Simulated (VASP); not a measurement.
Computed with HSE06 screened hybrid, VASP's PBE PAW potentials (set 64) (plane waves; VASP 6.6.1).

VASP input:

KPOINTS:
```
Automatic mesh
0
Gamma
  1 1 1
0 0 0
```

INCAR:
```
SYSTEM  =  Ga32As31P
PREC  =  Normal; ENCUT  =  400; LREAL  =  Auto
LASPH  =  .TRUE.; ISYM  =  0
EDIFF  =  1E-5; NELM  =  50; NELMIN  =  4
ALGO  =  Normal; LMAXMIX  =  4
ISMEAR  =  0; SIGMA  =  0.05
GGA  =  PE; LHFCALC  =  .TRUE.; AEXX  =  0.25
HFSCREEN  =  0.2; PRECFOCK  =  Fast
ISIF  =  0
LWAVE  =  .FALSE.; LCHARG  =  .FALSE.
```

POSCAR:
```
Ga32As31P
1
   11.5222104212     0.0000000000     0.0000000000
    0.0000000000    11.5222104212     0.0000000000
    0.0000000000     0.0000000000    11.5222104212
Ga As P
32 31 1
Direct
  0.4998038203   0.0005788047   0.0003772279
  0.7500515838   0.2498377858   0.0001336623
  0.7498641515   0.0001189491   0.2497794975
  0.0000768652   0.9999803398   0.9999207042
  0.2502206674   0.2496286534   0.0001935312
  0.4999581383   0.5002475921   0.9999025678
  0.7502730604   0.7493742276   0.0004070918
  0.2503335806   0.0004150085   0.2498605933
  0.5024554927   0.2530613179   0.2526999602
  0.7457702353   0.4959669108   0.2535814614
  0.4996918275   0.0000705786   0.4998294838
  0.7461834888   0.2523590911   0.4965817992
  0.7503041324   0.0001720236   0.7497181971
  0.9992827242   0.5002440933   0.0004525645
  0.2499557254   0.7500953577   0.9999107487
  0.9997555132   0.2501192118   0.2498831930
  0.2497107528   0.4999658080   0.2498136224
  0.5001503730   0.7500601919   0.2497155084
  0.9995451132   0.0003879167   0.5003415408
  0.2501242909   0.2498474600   0.4999710865
  0.5020181334   0.4973305376   0.4968500806
  0.7500717147   0.7494037165   0.4998535004
  0.2499265241   0.9999875360   0.7500733735
  0.4999247740   0.2502032552   0.7498191445
  0.7499871217   0.4996971851   0.7492049609
  0.9990866787   0.7491779587   0.2500068677
  0.9991174002   0.4998875489   0.4999624440
  0.2500147323   0.7497954632   0.5004046894
  0.9991942889   0.2500202696   0.7491747066
  0.2501586530   0.5001840323   0.7496580442
  0.4999376030   0.7495215844   0.7494105264
  0.0000518040   0.7500260490   0.7500439415
  0.6247793386   0.1258453789   0.1257748698
  0.8738549247   0.3751728048   0.1259876384
  0.8741075709   0.1257453853   0.3749673085
  0.1249609039   0.1249656669   0.1250409571
  0.3755543447   0.3750149293   0.1254997856
  0.6251270165   0.6240190348   0.1258996823
  0.8749864360   0.8749492861   0.1250185982
  0.3756517565   0.1257389101   0.3747993964
  0.8736027687   0.6236166379   0.3746212325
  0.6248534956   0.1255490284   0.6243134095
  0.8737055577   0.3745318073   0.6236885909
  0.8750320162   0.1250560477   0.8749826392
  0.1248776483   0.6250925215   0.1249903265
  0.3749476827   0.8750662245   0.1249534253
  0.1248609691   0.3750272736   0.3750855867
  0.3754688901   0.6245118576   0.3748370327
  0.6250395586   0.8749731453   0.3749983264
  0.1249872995   0.1250871964   0.6249824635
  0.3755658026   0.3751182861   0.6242231689
  0.6247450244   0.6240533222   0.6239806528
  0.8749396406   0.8747715685   0.6248877696
  0.3750417393   0.1250235383   0.8749479406
  0.6250695823   0.3750549327   0.8749604383
  0.8748654290   0.6248401293   0.8747538059
  0.1247820100   0.8749157172   0.3748575504
  0.1247110194   0.6248464259   0.6249197813
  0.3749967698   0.8750000709   0.6250006438
  0.1247396115   0.3749914544   0.8750247355
  0.3749701846   0.6250722289   0.8749236655
  0.6248957358   0.8748901287   0.8751403824
  0.1250265678   0.8749964483   0.8750551013
  0.6237827393   0.3744981532   0.3753667725
```

POTCAR, in this order: Ga As P (PBE.64 set). Program: vasp_gam. Read from the step before: WAVECAR.

Output of the run:

**OSZICAR**
```
       N       E                     dE             d eps       ncg     rms          rms(c)
DAV:   1    -0.312845217277E+03   -0.31285E+03   -0.22292E+01   322   0.125E+01    0.139E+01
DAV:   2    -0.312982670855E+03   -0.13745E+00   -0.58354E-01   355   0.115E+00    0.921E+00
DAV:   3    -0.312929796081E+03    0.52875E-01   -0.30983E-02   355   0.309E-01    0.539E+00
DAV:   4    -0.312909758048E+03    0.20038E-01   -0.13979E-02   372   0.195E-01    0.306E+00
DAV:   5    -0.312903452177E+03    0.63059E-02   -0.42919E-03   372   0.105E-01    0.172E+00
DAV:   6    -0.312901275187E+03    0.21770E-02   -0.94139E-04   364   0.551E-02    0.957E-01
DAV:   7    -0.312900516215E+03    0.75897E-03   -0.28365E-04   340   0.330E-02    0.527E-01
DAV:   8    -0.312900272648E+03    0.24357E-03   -0.10630E-04   347   0.207E-02    0.286E-01
DAV:   9    -0.312900202810E+03    0.69838E-04   -0.35399E-05   275   0.124E-02    0.154E-01
DAV:  10    -0.312900186970E+03    0.15840E-04   -0.12630E-05   195   0.783E-03    0.838E-02
DAV:  11    -0.312900186285E+03    0.68491E-06   -0.51253E-06   187   0.483E-03
   1 F= -.31290019E+03 E0= -.31290019E+03  d E =-.104840E-10
```

OUTCAR:
```
------------------------ aborting loop because EDIFF is reached ----------------------------------------
  volume of cell :     1529.70
      direct lattice vectors                 reciprocal lattice vectors
    11.522210421  0.000000000  0.000000000     0.086788903  0.000000000  0.000000000
     0.000000000 11.522210421  0.000000000     0.000000000  0.086788903  0.000000000
     0.000000000  0.000000000 11.522210421     0.000000000  0.000000000  0.086788903
  FREE ENERGIE OF THE ION-ELECTRON SYSTEM (eV)
  ---------------------------------------------------
  free  energy   TOTEN  =      -312.9001862853 eV

  energy  without entropy=     -312.9001862853  energy(sigma->0) =     -312.90018629

  exchange ACFDT corr.  =         0.00000000  see jH, gK, PRB 81, 115126
```
(Selected blocks of OUTCAR.)

### OUTCAR
```
 val. band max:        1.8682575840   @ k =   0.0000   0.0000   0.0000

 cond. band min:       2.8899334238   @ k =   0.0000   0.0000   0.0000


 Fermi energy:         2.1050497269

 k-point     1 :       0.0000    0.0000    0.0000
  band No.  band energies     occupation
      1     -11.6195      2.00000
      2     -10.7313      2.00000
      3     -10.7282      2.00000
      4     -10.7268      2.00000
      5     -10.7169      2.00000
      6     -10.7167      2.00000
      7     -10.7097      2.00000
      8     -10.0596      2.00000
      9     -10.0552      2.00000
     10     -10.0539      2.00000
     11     -10.0495      2.00000
     12     -10.0483      2.00000
     13     -10.0480      2.00000
     14     -10.0449      2.00000
     15     -10.0437      2.00000
     16     -10.0424      2.00000
     17     -10.0321      2.00000
     18     -10.0319      2.00000
     19     -10.0010      2.00000
     20      -9.9489      2.00000
     21      -9.9480      2.00000
     22      -9.9477      2.00000
     23      -9.8938      2.00000
     24      -9.2109      2.00000
     25      -9.2105      2.00000
     26      -9.1967      2.00000
     27      -9.1727      2.00000
     28      -9.1711      2.00000
     29      -9.1690      2.00000
     30      -9.1621      2.00000
     31      -9.1620      2.00000
     32      -9.0995      2.00000
     33      -5.2405      2.00000
     34      -5.2405      2.00000
     35      -5.2401      2.00000
     36      -5.0569      2.00000
     37      -5.0564      2.00000
     38      -5.0557      2.00000
     39      -5.0315      2.00000
     40      -5.0307      2.00000
     41      -5.0289      2.00000
     42      -4.9942      2.00000
     43      -4.9932      2.00000
     44      -4.9918      2.00000
     45      -4.9751      2.00000
     46      -4.0461      2.00000
     47      -4.0442      2.00000
     48      -4.0435      2.00000
     49      -4.0123      2.00000
     50      -4.0120      2.00000
     51      -4.0061      2.00000
...
```

The supercell is sampled at Γ alone, which is coarse: total energies, pressure and levels can be off, energies of defects by several tenths of an eV.

The cell is a supercell with a defect, built from GaAs (zinc blende): P_As. The cell's shape comes from a PBE relaxation. The run is not spin-polarised, so no state with unpaired spins was tried.
